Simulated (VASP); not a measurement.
An input for Quantum ESPRESSO's pw.x (written as the equivalent of a VASP run, and not itself run):

```
&CONTROL
  calculation = 'vc-relax'
  pseudo_dir = './pseudo'
  outdir = './out'
  tprnfor = .true.
  tstress = .true.
  nstep = 60
  forc_conv_thr = 0.00039
/
&SYSTEM
  ibrav = 0
  nat = 2
  ntyp = 2
  ecutwfc = 92
  occupations = 'smearing'
  smearing = 'methfessel-paxton'
  degauss = 0.00735
  input_dft = 'pbesol'
/
&ELECTRONS
  conv_thr = 7.3e-08
  electron_maxstep = 100
/
&IONS
/
&CELL
/
ATOMIC_SPECIES
  Cu 63.546 Cu.upf
  O 15.999 O.upf
CELL_PARAMETERS angstrom
     2.5897182    0.0000000    0.0000000
    -0.0000000    2.5897182    0.0000000
    -0.0000000    0.0000000    2.5897182
ATOMIC_POSITIONS crystal
  Cu   0.0000000  0.0000000  0.0000000
  O    0.5000000  0.5000000  0.5000000
K_POINTS automatic
  13 13 13 0 0 0
```

Task: Translate this input to VASP (INCAR, KPOINTS, POSCAR, choice of POTCAR).

Result: This is not unique; one that fits is 
**INCAR**
```
ALGO  =  Normal
NELM  =  100   # most electronic steps
GGA  =  PS   # PBEsol
LASPH  =  .True.
ENCUT  =  520   # plane-wave cut-off (eV)
LWAVE  =  .False.
EDIFF  =  1E-6   # SCF stop (eV)
ISIF  =  3   # ions, shape and volume
EDIFFG  =  -0.01   # ionic stop
LREAL  =  .False.   # projection in real space or not
SIGMA  =  0.1   # width (eV)
NSW  =  60
LCHARG  =  .False.
PREC  =  Accurate
ISMEAR  =  1   # Methfessel-Paxton
IBRION  =  2
SYSTEM  =  CuO
LMAXMIX  =  4   # l cut-off of mixed one-centre charges
```

### KPOINTS
```
Regular mesh
0
Gamma
13 13 13
0 0 0
```

File POSCAR:
```
CuO
1
    2.5897181785     0.0000000000     0.0000000000
   -0.0000000000     2.5897181785     0.0000000000
   -0.0000000000     0.0000000000     2.5897181785
Cu O
1 1
Direct
  0.0000000000   0.0000000000   0.0000000000
  0.5000000000   0.5000000000   0.5000000000
```

POTCAR, in this order: Cu O (PBE.64 set). Program: vasp_std.

What does not carry over: the potentials are each code's own (VASP's PAW set, PseudoDojo norm-conserving files in pw.x), so ENCUT and ecutwfc are chosen apart and not converted; conv_thr bounds pw.x's estimated SCF error, while EDIFF bounds the energy change between steps; forc_conv_thr acts on force components and is met together with etot_conv_thr.

The structure was generated: CuO was put into the CsCl type (Pm-3m), which need not be its known phase. It was relaxed first, which changed the volume by +50 %. The start is the result of an earlier pass.
